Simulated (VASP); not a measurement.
These are PBEsol GGA, VASP's PBE PAW potentials (set 64) (plane waves; VASP) values and carry that method's errors.

Input for VASP

File KPOINTS:
```
Automatic mesh
0
Gamma
18 18 18
0 0 0
```

**INCAR**
```
SYSTEM  =  Pd
PREC  =  Accurate; ENCUT  =  400; LREAL  =  .FALSE.
LASPH  =  .TRUE.
EDIFF  =  1E-7; NELM  =  100; ALGO  =  Normal
LMAXMIX  =  4
ISMEAR  =  -5
GGA  =  PS
ISIF  =  2
LWAVE  =  .FALSE.; LCHARG  =  .TRUE.; LORBIT  =  11
NEDOS  =  601
```

### POSCAR
```
Pd
1.9358710
  0.0000000000   1.0000002143   1.0000002143
  1.0000002143   0.0000000000   1.0000002143
  1.0000002143   1.0000002143   0.0000000000
Pd
1
direct
  0.0000000000   0.0000000000   0.0000000000
```

POTCAR, in this order: Pd (PBE.64 set). Program: vasp_std.

### Question
Predict the energy per atom (σ→0), band gap (on the k-mesh).

### Answer

```yaml
energy per atom (σ→0): -575.1 kJ/mol of atoms
band gap (on the k-mesh): none (metal, semimetal or under 0.01 eV)
```

### OSZICAR
```
...
DAV:   6    -0.598039702113E+01    0.37012E+00   -0.17048E+00  3592   0.122E+01    0.389E+00
DAV:   7    -0.596584524425E+01    0.14552E-01   -0.14300E-02  3982   0.104E+00    0.203E+00
DAV:   8    -0.596080795156E+01    0.50373E-02   -0.14082E-03  3819   0.342E-01    0.893E-02
DAV:   9    -0.596080324089E+01    0.47107E-05   -0.11426E-05  4872   0.373E-02    0.167E-02
DAV:  10    -0.596080496675E+01   -0.17259E-05   -0.15752E-06  3947   0.118E-02    0.320E-03
DAV:  11    -0.596080507196E+01   -0.10521E-06   -0.20355E-08  2721   0.122E-03    0.680E-04
DAV:  12    -0.596080509069E+01   -0.18732E-07   -0.19216E-09  1881   0.488E-04
   1 F= -.59608051E+01 E0= -.59608051E+01  d E =0.000000E+00
```

The compound is Pd in the fcc structure. It was relaxed first.
